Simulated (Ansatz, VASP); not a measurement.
NbCu2 in VASP and in Ansatz

The input INCAR:

```
SYSTEM = NbCu2
  PREC = Accurate
  ENCUT = 520
  EDIFF = 1E-7
  ISMEAR = 0
  SIGMA = 0.1
  LREAL = .False.
  LASPH = .True.
  NELM = 150
  ALGO = Normal
  ISIF = 2
  LWAVE = .False.
  LCHARG = .False.
  ISPIN = 2
  MAGMOM = 1 0 0
  LORBIT = 11
  LMAXMIX = 4
  GGA = PE
  NBANDS = 28
```

The input KPOINTS:

```
Automatic mesh
0
Gamma
  6 6 6
  0 0 0
```

The input POSCAR:

```
NbCu2
1.0
    0.0000000000      2.9572024182      2.9572024182
    2.9572024182      0.0000000000      2.9572024182
    2.9572024182      2.9572024182      0.0000000000
Nb Cu
1 2
Direct
    0.0000000000      0.0000000000      0.0000000000
    0.2500000000      0.2500000000      0.2500000000
    0.7500000000      0.7500000000      0.7500000000
```

Input for Ansatz:

```yaml
crystal:
  lattice:
    - [0.0, 2.9572024182, 2.9572024182]
    - [2.9572024182, 0.0, 2.9572024182]
    - [2.9572024182, 2.9572024182, 0.0]
  atoms:
    - { symbol: Nb, position: [0.0, 0.0, 0.0], spin: 1.0 }
    - { symbol: Cu, position: [0.25, 0.25, 0.25] }
    - { symbol: Cu, position: [0.75, 0.75, 0.75] }
basis:
  ecutwfc: 420
kpoints:
  mp_grid: { grid: [6, 6, 6] }
hamiltonian:
  xc: pbe
scf:
  occupations: { method: gaussian, width: 0.1 }
  lower_state_search: "off"
output:
  forces: true
  stress: true
  eigenvalues: true
  populations: true
magnetization:
  spin_polarized: true
```

Change from the starting cell: species swapped into the CdF2 type (Fm-3m, No. 225).

Alike in both runs: task single point; functional PBE; k mesh 6 × 6 × 6; occupations gaussian, width 0.1 eV; collinear spin.

```csv
,VASP,Ansatz
version,VASP 6.6.1,Ansatz 0.2.0
potentials or method,"VASP PAW PBE potentials, release 64 (Nb_sv, Cu)","scalar-relativistic, plane waves, PAW"
plane-wave cutoff (eV),520,420
valence electrons in the cell,35,51
```

|  | VASP | Ansatz | Ansatz less VASP |
| --- | --- | --- | --- |
| gap on the k mesh at the Fermi level (eV) | none | none | - |
| pressure (GPa) | 0.2 | 0.1 | -0.14 |
| net moment per atom (μB) | 0.00 | 0.00 | 0.000 |

A gap of «none» marks a metal or a gap that the smearing closes. The two sets of potentials don't hold the same shells in valence. Ansatz warned: «seeded_moment_not_kept».
